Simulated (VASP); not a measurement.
# What spin-orbit coupling changes in CuAu (Tetraauricupride), part 2 of 4

Aim: run bands, DOS and a relaxation of CuAu (Tetraauricupride) twice, without and with spin-orbit coupling. All runs use PBE. Left out of this account: 1 further run (self-consistent run: a reference on another mesh). The start is a cell from a database of measured crystal structures.

VASP 6.6.1, plane waves and PAW; the level of theory is named at each step.

So far. Step 2 (Band structure (PBE)): There is no gap at this level.

**3. Bands along the symmetry lines (PBE + SOC)**

This step: PBE, spin-orbit coupling; plane waves and PAW (Cu, Au) (VASP 6.6.1).

Levels along the symmetry lines show where the bands peak and cross; KPOINTS_OPT computes them in the converged potential. Spin-orbit coupling needs spinors and the noncollinear program, where each band holds one electron.

Input file INCAR:

```
SYSTEM = CuAu
PREC = Accurate
ENCUT = 400
EDIFF = 1E-06
NELM = 100
ISMEAR = -1
SIGMA = 0.05
LREAL = .FALSE.
ALGO = Normal
GGA = PE
LNONCOLLINEAR = .TRUE.
MAGMOM = 0 0 0 0 0 0
NBANDS = 34
GGA_COMPAT = .FALSE.
LASPH = .TRUE.
LSORBIT = .TRUE.
LMAXMIX = 4
LORBIT = 11
LWAVE = .FALSE.
LCHARG = .FALSE.
KPAR = 2
```

Input file POSCAR:

```
CuAu
1.0
    2.8000000000      0.0000000000      0.0000000000
    0.0000000000      2.8000000000      0.0000000000
    0.0000000000      0.0000000000      3.6700000000
Cu Au
1 1
Direct
    0.5000000000      0.5000000000      0.5000000000
    0.0000000000      0.0000000000      0.0000000000
```

Input file KPOINTS:

```
Automatic mesh
0
Gamma
12 12 9
0 0 0
```

Input file KPOINTS_OPT:

```
Line mode
16
Line-mode
Reciprocal
  0.00000000   0.00000000   0.00000000 GAMMA
  0.00000000   0.50000000   0.00000000 X

  0.00000000   0.50000000   0.00000000 X
  0.50000000   0.50000000   0.00000000 M

  0.50000000   0.50000000   0.00000000 M
  0.00000000   0.00000000   0.00000000 GAMMA

  0.00000000   0.00000000   0.00000000 GAMMA
  0.00000000   0.00000000   0.50000000 Z

  0.00000000   0.00000000   0.50000000 Z
  0.00000000   0.50000000   0.50000000 R

  0.00000000   0.50000000   0.50000000 R
  0.50000000   0.50000000   0.50000000 A

  0.50000000   0.50000000   0.50000000 A
  0.00000000   0.00000000   0.50000000 Z

  0.00000000   0.50000000   0.00000000 X
  0.00000000   0.50000000   0.50000000 R

  0.50000000   0.50000000   0.00000000 M
  0.50000000   0.50000000   0.50000000 A
```

Potentials, in the order of the species: Cu and Au (PBE family, release 64).

Run with:

```sh
> mpirun -np 2 vasp_ncl
```

The log of the run:

```text
[... set-up lines as in an earlier step ...]
 entering main loop
       N       E                     dE             d eps       ncg     rms          rms(c)
DAV:   1     0.164063122825E+03    0.16406E+03   -0.84210E+03 10298   0.153E+03
DAV:   2     0.435783706520E+01   -0.15971E+03   -0.14626E+03  9788   0.331E+02
DAV:   3    -0.806605117994E+01   -0.12424E+02   -0.11588E+02 10972   0.106E+02
DAV:   4    -0.835260594995E+01   -0.28655E+00   -0.28599E+00 12684   0.168E+01
DAV:   5    -0.836175132687E+01   -0.91454E-02   -0.91445E-02 13648   0.247E+00    0.130E+01
DAV:   6    -0.776812983740E+01    0.59362E+00   -0.56794E+00 12304   0.747E+01    0.604E+00
DAV:   7    -0.743576230603E+01    0.33237E+00   -0.22613E+00 11458   0.801E+01    0.635E+00
DAV:   8    -0.735362155030E+01    0.82141E-01   -0.27348E-01 14006   0.153E+01    0.308E+00
DAV:   9    -0.734878469112E+01    0.48369E-02   -0.22702E-02 13764   0.212E+00    0.518E-01
DAV:  10    -0.734754965943E+01    0.12350E-02   -0.44772E-03 14244   0.108E+00    0.134E-01
DAV:  11    -0.734754328211E+01    0.63773E-05   -0.18834E-04 13010   0.164E-01    0.661E-02
DAV:  12    -0.734753400573E+01    0.92764E-05   -0.55497E-05 14388   0.116E-01    0.261E-02
DAV:  13    -0.734753172512E+01    0.22806E-05   -0.10157E-06  8544   0.369E-02    0.284E-03
DAV:  14    -0.734753183118E+01   -0.10606E-06   -0.12060E-06  7452   0.111E-02
   1 F= -.73475318E+01 E0= -.73439179E+01  d E =-.722790E-02  mag=     0.0000    -0.0000     0.0000
 Start KPOINTS_OPT (optional k-point list driver)
k-point batch [1-140\144]
       N       E                     dE             ncg
DAV:   1     0.401741140211E+05   -0.42794E+05    10212
DAV:   2     0.179286200259E+05   -0.22245E+05     9728
DAV:   3     0.162433862646E+05   -0.16852E+04    10776
DAV:   4     0.162003739233E+05   -0.43012E+02    12486
DAV:   5     0.161987307270E+05   -0.16432E+01    13832
DAV:   6     0.161987060285E+05   -0.24698E-01    12418
DAV:   7     0.161987057597E+05   -0.26882E-03    13628
DAV:   8     0.161987057570E+05   -0.26910E-05     8066
DAV:   9     0.161987057565E+05   -0.48056E-06     7386
k-point batch [141-144\144]
       N       E                     dE             ncg
DAV:   1     0.838823292593E+05   -0.27895E+04      296
DAV:   2     0.832848634922E+05   -0.59747E+03      278
DAV:   3     0.832373317826E+05   -0.47532E+02      288
DAV:   4     0.832359423817E+05   -0.13894E+01      416
DAV:   5     0.832358993048E+05   -0.43077E-01      322
DAV:   6     0.832358969705E+05   -0.23343E-02      388
DAV:   7     0.832358969613E+05   -0.91819E-05      338
DAV:   8     0.832358969611E+05   -0.16487E-06      290
```

Elapsed: 2.3 min, on 2 MPI ranks of AMD EPYC 7R43, shared host; peak memory 0.65 GiB.

From OUTCAR (step 3):

```text
The static configuration has the point symmetry D_4h.

 Found    140 irreducible k-points:

   k-points           NKPTS =    140   k-points in BZ     NKDIM =    140   number of bands    NBANDS=     34

   NELECT =      22.0000    total number of electrons

 E-fermi :   8.8869

 k-point     1 :       0.0000    0.0000    0.0000
  band No.  band energies     occupation
    ...
     18       7.1383      1.00000
     19       7.3027      1.00000
     20       7.3027      1.00000
     21       7.6872      1.00000
     22       7.6872      1.00000
     23      10.9072      0.00000
     24      10.9072      0.00000
     25      17.0535      0.00000
     26      17.0535      0.00000
     27      18.5517      0.00000
    ...

 k-point     2 :       0.0833    0.0000    0.0000
  band No.  band energies     occupation
    ...
     18       7.0431      1.00000
     19       7.1621      1.00000
     20       7.1621      1.00000
     21       7.5587      1.00000
     22       7.5587      1.00000
     23      11.3836      0.00000
     24      11.3836      0.00000
     25      16.8012      0.00000
     26      16.8012      0.00000
     27      18.0660      0.00000
    ...

  Total        1.0781580      1.0781580      0.9140880      0.0000000      0.0000000     -0.0000000
  in kB       60.0358753     60.0358753     50.8998479      0.0000000      0.0000000     -0.0000000
  external PRESSURE =      56.9905328 kB  Pullay stress =       0.0000000 kB

 POSITION                                       TOTAL-FORCE (eV/Angst)
 -----------------------------------------------------------------------------------
      1.40000      1.40000      1.83500         0.000000      0.000000      0.000000
      0.00000      0.00000      0.00000         0.000000      0.000000      0.000000
 -----------------------------------------------------------------------------------
    total drift:                                0.000000      0.000000      0.000000

  FREE ENERGIE OF THE ION-ELECTRON SYSTEM (eV)
  ---------------------------------------------------
  free  energy   TOTEN  =        -7.3475318312 eV

  energy  without entropy=       -7.3403039265  energy(sigma->0) =       -7.34391788

 Spin-Orbit-Coupling matrix elements
 Ion:    1  E_soc:     -0.0155720
 Ion:    2  E_soc:     -0.6128264

 total charge
# of ion       s       p       d       tot
------------------------------------------
    1        0.382   0.325   9.221   9.929
    2        0.615   0.448   8.683   9.746
--------------------------------------------------
tot          0.997   0.773  17.904  19.675

 magnetization (x)
# of ion       s       p       d       tot
------------------------------------------
    1        0.000   0.000  -0.000  -0.000
    2        0.000   0.000  -0.000   0.000
--------------------------------------------------
tot          0.000   0.000  -0.000  -0.000

 magnetization (y)
# of ion       s       p       d       tot
------------------------------------------
    1        0.000   0.000   0.000   0.000
    2       -0.000  -0.000   0.000  -0.000
--------------------------------------------------
tot         -0.000  -0.000   0.000  -0.000

 magnetization (z)
# of ion       s       p       d       tot
------------------------------------------
    1        0.000   0.000  -0.000  -0.000
    2        0.000   0.000   0.000   0.000
--------------------------------------------------
tot          0.000   0.000  -0.000   0.000

[... 7 parts as in an earlier step ...]

[... 5 further parts left out ...]
```

At this level the cell is under a pressure of 5.7 GPa, so at these settings it is away from equilibrium.

This step gave:

| Quantity | Value |
| --- | --- |
| SCF cycles | 14 |
| bands | 34 |
| free energy (TOTEN) | -7.348 eV |
| energy at zero smearing | -7.344 eV |
| Fermi energy | 8.887 eV |
| pressure | 5.699 GPa |

On-site spin-orbit energy by atom:

```tsv
atom	on-site spin-orbit energy (eV)
Cu1	-0.016
Au2	-0.613
```

Electronic bands along the path, in eV, zero at the Fermi level; # counts the bands kept:

```tsv
point	#17	#18	#19	#20	#21	#22	#23	#24
Γ	-1.75	-1.75	-1.58	-1.58	-1.20	-1.20	2.02	2.02
0.53 of the way	-2.15	-2.15	-1.97	-1.97	-1.73	-1.73	3.97	3.97
X	-2.41	-2.41	-2.17	-2.17	-0.84	-0.84	-0.05	-0.05
0.47 of the way	-1.82	-1.82	-1.79	-1.79	-0.40	-0.40	0.15	0.15
M	-1.24	-1.24	-1.11	-1.11	0.20	0.20	0.98	0.98
0.47 of the way	-2.23	-2.23	-1.88	-1.88	-1.38	-1.38	4.98	4.98
Γ	-1.75	-1.75	-1.58	-1.58	-1.20	-1.20	2.02	2.02
0.53 of the way	-2.08	-2.08	-1.94	-1.94	-1.64	-1.64	-1.14	-1.14
Z	-2.51	-2.51	-2.28	-2.28	-2.22	-2.22	-1.95	-1.95
0.47 of the way	-1.87	-1.87	-1.85	-1.85	-1.64	-1.64	-1.53	-1.53
R	-1.55	-1.55	-1.46	-1.46	-1.40	-1.40	-0.76	-0.76
0.53 of the way	-1.90	-1.90	-1.72	-1.72	2.24	2.24	2.89	2.89
A	-1.62	-1.62	-1.61	-1.61	4.61	4.61	5.45	5.45
0.47 of the way	-2.24	-2.24	-2.11	-2.11	-0.28	-0.28	0.52	0.52
Z	-2.51	-2.51	-2.28	-2.28	-2.22	-2.22	-1.95	-1.95
jump to X	-2.41	-2.41	-2.17	-2.17	-0.84	-0.84	-0.05	-0.05
0.53 of the way	-1.85	-1.85	-1.80	-1.80	-0.87	-0.87	-0.23	-0.23
R	-1.55	-1.55	-1.46	-1.46	-1.40	-1.40	-0.76	-0.76
jump to M	-1.24	-1.24	-1.11	-1.11	0.20	0.20	0.98	0.98
0.47 of the way	-1.60	-1.60	-1.49	-1.49	2.11	2.11	2.91	2.91
A	-1.62	-1.62	-1.61	-1.61	4.61	4.61	5.45	5.45
```

Of the projections kept (Cu, Au), the largest for each band there; the rest of the weight can lie on other orbitals:

```tsv
point	#17	#18	#19	#20	#21	#22	#23	#24
Γ	Cu 0.83	Cu 0.83	Cu 0.76	Cu 0.76	Cu 0.64	Cu 0.64	Au 0.55	Au 0.55
X	Cu 1.00	Cu 1.00	Cu 1.00	Cu 1.00	Cu 0.93	Cu 0.93	Au 0.94	Au 0.94
M	Cu 0.70	Cu 0.70	Cu 0.51	Cu 0.51	Au 0.61	Au 0.61	Cu 0.50	Cu 0.50
Γ	Cu 0.83	Cu 0.83	Cu 0.76	Cu 0.76	Cu 0.64	Cu 0.64	Au 0.55	Au 0.55
Z	Au 1.00	Au 1.00	Cu 0.99	Cu 0.99	Cu 0.99	Cu 0.99	Cu 1.00	Cu 1.00
R	Cu 0.83	Cu 0.83	Au 0.61	Au 0.61	Cu 0.60	Cu 0.60	Au 0.53	Au 0.53
```

There is no gap at this level. Without the coupling there was no gap either. The run took 3.3 times the core time, with 34 spinor bands against 23.

**4. Density of states (PBE)**

This step: PBE; plane waves and PAW (Cu, Au) (VASP 6.6.1).

Here the states are counted by energy and projected on the atoms.

Input file INCAR:

```
SYSTEM = CuAu
PREC = Accurate
ENCUT = 400
EDIFF = 1E-06
NELM = 100
ISMEAR = -5
SIGMA = 0.05
LREAL = .FALSE.
ALGO = Normal
GGA = PE
NBANDS = 23
LASPH = .TRUE.
LORBIT = 11
LWAVE = .FALSE.
LCHARG = .FALSE.
KPAR = 2
NEDOS = 2001
```

POSCAR is that of step 3.

KPOINTS is that of step 3.

Run with:

```sh
> mpirun -np 2 vasp_std
```

The log of the run:

```text
[... set-up lines as in an earlier step ...]
 entering main loop
       N       E                     dE             d eps       ncg     rms          rms(c)
DAV:   1     0.112759265678E+03    0.11276E+03   -0.87509E+03  7385   0.110E+03
DAV:   2    -0.271259954981E+01   -0.11547E+03   -0.10701E+03  7063   0.235E+02
DAV:   3    -0.794251610356E+01   -0.52299E+01   -0.51799E+01  7757   0.524E+01
DAV:   4    -0.802050870943E+01   -0.77993E-01   -0.78065E-01  7581   0.548E+00
DAV:   5    -0.802293483360E+01   -0.24261E-02   -0.24309E-02  8981   0.104E+00    0.117E+01
DAV:   6    -0.742834961771E+01    0.59459E+00   -0.48129E+00  7707   0.524E+01    0.537E+00
DAV:   7    -0.713734774003E+01    0.29100E+00   -0.21311E+00  8385   0.564E+01    0.610E+00
DAV:   8    -0.705095088304E+01    0.86397E-01   -0.21229E-01  9543   0.100E+01    0.279E+00
DAV:   9    -0.704430121003E+01    0.66497E-02   -0.82550E-03  9475   0.911E-01    0.261E-01
DAV:  10    -0.704292078737E+01    0.13804E-02   -0.39112E-03  8100   0.159E+00    0.626E-02
DAV:  11    -0.704302789701E+01   -0.10711E-03   -0.26648E-04 10073   0.348E-01    0.103E-02
DAV:  12    -0.704303434600E+01   -0.64490E-05   -0.72889E-06 10400   0.444E-02    0.764E-03
DAV:  13    -0.704303560997E+01   -0.12640E-05   -0.62636E-07  4277   0.104E-02    0.338E-03
DAV:  14    -0.704303123474E+01    0.43752E-05   -0.16237E-07  3976   0.712E-03    0.275E-04
DAV:  15    -0.704303063817E+01    0.59656E-06   -0.90787E-08  3752   0.233E-03
   1 F= -.70430306E+01 E0= -.70430306E+01  d E =0.000000E+00
 -----------------------------------------------------------------------------
|                                                                             |
|           W    W    AA    RRRRR   N    N  II  N    N   GGGG   !!!           |
|           W    W   A  A   R    R  NN   N  II  NN   N  G    G  !!!           |
|           W    W  A    A  R    R  N N  N  II  N N  N  G       !!!           |
|           W WW W  AAAAAA  RRRRR   N  N N  II  N  N N  G  GGG   !            |
|           WW  WW  A    A  R   R   N   NN  II  N   NN  G    G                |
|           W    W  A    A  R    R  N    N  II  N    N   GGGG   !!!           |
|                                                                             |
|     Tetrahedron method does not include variations of the Fermi             |
|     occupations, so forces and stress will be inaccurate. We suggest        |
|     using a different smearing scheme ISMEAR = 1 or 2 for metals in         |
|     relaxations.                                                            |
|                                                                             |
 -----------------------------------------------------------------------------
```

Elapsed: 31 s, on 2 MPI ranks; peak memory 0.29 GiB; 61 s of CPU time.

OUTCAR, selected parts (step 4):

```text
The static configuration has the point symmetry D_4h.

 Found    140 irreducible k-points:

   NELECT =      22.0000    total number of electrons

 E-fermi :   8.9995

 k-point     1 :       0.0000    0.0000    0.0000
  band No.  band energies     occupation
    ...
      7       6.0596      2.00000
      8       6.7583      2.00000
      9       7.2125      2.00000
     10       7.4392      2.00000
     11       7.4392      2.00000
     12      11.0014      0.00000
     13      17.0475      0.00000
     14      18.9812      0.00000
     15      18.9812      0.00000
     16      25.7459      0.00000
    ...

 k-point     2 :       0.0833    0.0000    0.0000
  band No.  band energies     occupation
    ...
      7       6.0859      2.00000
      8       6.7514      2.00000
      9       7.1431      2.00000
     10       7.1899      2.00000
     11       7.4051      2.00000
     12      11.4730      0.00000
     13      16.8024      0.00000
     14      18.1819      0.00000
     15      19.2621      0.00000
     16      25.5556      0.00000
    ...

  Total        1.1316191      1.1316191      1.0371928      0.0000000      0.0000000      0.0000000
  in kB       63.0127914     63.0127914     57.7547819      0.0000000      0.0000000      0.0000000
  external PRESSURE =      61.2601216 kB  Pullay stress =       0.0000000 kB

  FREE ENERGIE OF THE ION-ELECTRON SYSTEM (eV)
  ---------------------------------------------------
  free  energy   TOTEN  =        -7.0430306382 eV

  energy  without entropy=       -7.0430306382  energy(sigma->0) =       -7.04303064

 total charge
# of ion       s       p       d       tot
------------------------------------------
    1        0.384   0.323   9.225   9.931
    2        0.611   0.436   8.698   9.746
--------------------------------------------------
tot          0.995   0.759  17.923  19.677

[... 9 parts as in an earlier step ...]

[... 5 further parts left out ...]
```

At this level the cell is under a pressure of 6.1 GPa, so at these settings it is away from equilibrium. With tetrahedra the forces and stress of a metal are not exact derivatives of the energy.

This step gave:

- SCF cycles: 15
- bands: 23
- free energy (TOTEN): -7.043 eV
- Fermi energy: 8.999 eV
- pressure: 6.126 GPa
- DOS at the Fermi level: 0.5711 states/eV/cell

The density of states has structure finer than the step of the table below, so its rows give means over 1 eV, whole bins alone (the curve runs from -12.0 to 7.90 eV). Peaks (eV: height): total -4.2: 5.38, -2.9: 6.75, -2.3: 8.09, -1.8: 9.04; Cu d -2.9: 5.22, -2.3: 6.85, -1.8: 7.09; Au d -5.9: 3.05, -5.2: 2.50, -4.7: 2.58, -4.2: 3.77; Au p -4.0: 0.0907, -3.2: 0.140, -2.9: 0.142, 7.7: 0.111; Cu p -5.9: 0.114, -5.2: 0.081, 0.8: 0.0646, 7.8: 0.130.

States under -12.0 eV and over 7.9 eV are left out. Density of states against energy, zero at the Fermi level; means over each step; values in states/eV/cell:

```tsv
energy (eV)	total	Cu d	Au d	Au p	Cu p	Au s	Cu s
-11	0	0	0	0	0	0	0
-10	0.0260	2.9e-5	1.6e-4	2.2e-4	1.9e-4	0.00993	0.00521
-9	0.168	6.0e-4	0.00469	0.00386	0.00353	0.0607	0.0297
-8	0.348	0.00476	0.0407	0.0118	0.0130	0.111	0.0442
-7	1.48	0.0680	0.749	0.0318	0.0317	0.153	0.112
-6	2.98	0.235	1.99	0.0514	0.0639	0.0736	0.0785
-5	2.98	0.368	2.03	0.0575	0.0628	0.0594	0.0138
-4	3.00	0.565	1.97	0.0651	0.0353	0.0606	0.0166
-3	3.81	2.65	0.636	0.107	0.0423	0.0205	0.0283
-2	6.19	4.87	1.05	0.0344	0.0231	0.0158	0.0152
-1	0.726	0.377	0.132	0.0497	0.0279	0.0262	0.0271
0	0.562	0.143	0.131	0.0611	0.0488	0.0409	0.0226
1	0.565	0.0946	0.126	0.0754	0.0621	0.0461	0.0248
2	0.485	0.0662	0.0876	0.0798	0.0606	0.0342	0.0267
3	0.447	0.0553	0.0703	0.0739	0.0529	0.0462	0.0284
4	0.505	0.0574	0.0726	0.0703	0.0458	0.0765	0.0506
5	0.583	0.0487	0.0826	0.0720	0.0531	0.0678	0.0976
6	0.708	0.0536	0.0828	0.0867	0.0722	0.0900	0.115
7	0.621	0.0445	0.0688	0.0860	0.0716	0.0611	0.0960
```

Of the states within 0.3 eV of the Fermi level, the largest shares in the PAW spheres are Au d 24 %, Cu d 24 % and Au p 11 %. The rest lies in smaller channels or between the spheres.

[end of part 2 of 4]

[Lines on the potential files, build, host, timing and source positions are cut from VASP's logs without a mark.]

[Logs are printed without paths, hosts, clocks, repeated set-up lines and the standing remarks that a program may print on its own settings, such as how far it seeks lower states.]

[Hosts, paths, dates, database ids (printed as entryN), source tags and the programs' standing remarks are cut or masked in the printed files.]

[A measured line is paired with the nearest computed mode of its activity, which favours agreement.]
